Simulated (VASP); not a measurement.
VASP input:

File KPOINTS:
```
Automatic mesh
0
Gamma
9 9 9
0 0 0
```

**INCAR**
```
! general
SYSTEM =ScC
PREC   =Accurate
ENCUT  =400
LREAL  =.FALSE.
LASPH  =.TRUE.

! electronic loop
EDIFF  =1E-6
NELM   =100
ALGO   =Normal
LMAXMIX=4

! smearing
ISMEAR =0
SIGMA  =0.272

! functional
GGA    =PE

! ions
ISIF   =2

! output
LWAVE  =.FALSE.
LCHARG =.FALSE.
```

File POSCAR:
```
ScC
10.0566640
 -0.1476884382   0.1476884382   0.5000000000
  0.1476884382  -0.1476884382   0.5000000000
  0.1476884382   0.1476884382  -0.5000000000
Sc C
2 2
direct
  0.7500000000   0.7500000000   0.0000000000
  0.5000000000   0.0000000000   0.5000000000
  0.1660000000   0.1660000000   0.0000000000
  0.9160000000   0.4160000000   0.5000000000
```

POTCAR, in this order: Sc_sv C (PBE.64 set). Program: vasp_std.

Task: Translate this PBE calculation to Ansatz.

Result: One equivalent input (not run):
Ansatz 0.2 input:
```yaml
crystal:
  lattice:
    - [-1.4852530, 1.4852530, 5.0283320]
    - [1.4852530, -1.4852530, 5.0283320]
    - [1.4852530, 1.4852530, -5.0283320]
  atoms:
    - { symbol: Sc, position: [0.7500000, 0.7500000, 0.0000000] }
    - { symbol: Sc, position: [0.5000000, 0.0000000, 0.5000000] }
    - { symbol: C, position: [0.1660000, 0.1660000, 0.0000000] }
    - { symbol: C, position: [0.9160000, 0.4160000, 0.5000000] }
kpoints:
  mp_grid: { grid: [9, 9, 9] }
hamiltonian:
  xc: pbe
  pseudopotentials: { kind: paw }
scf:
  occupations: { method: gaussian, width: 0.272 }
  max_iter: 100
output: { forces: true, stress: true, eigenvalues: true }
```
The two are equivalent in intent, not identical: each code has its own PAW files, so the cut-off isn't converted (ENCUT is set for VASP's; basis.ecutwfc is left out, and Ansatz then takes the one that its files recommend); Ansatz stops its SCF on the density residual and VASP on the energy change (EDIFF).

The structure was generated: ScC was put into an ordered model structure, which need not be its known phase. The cell was not relaxed at this level, and its volume differs by -5.9 % from the start's. The k-mesh is coarse (spacing up to 0.33 per Å, 2π included), so the numbers may not be converged in it.
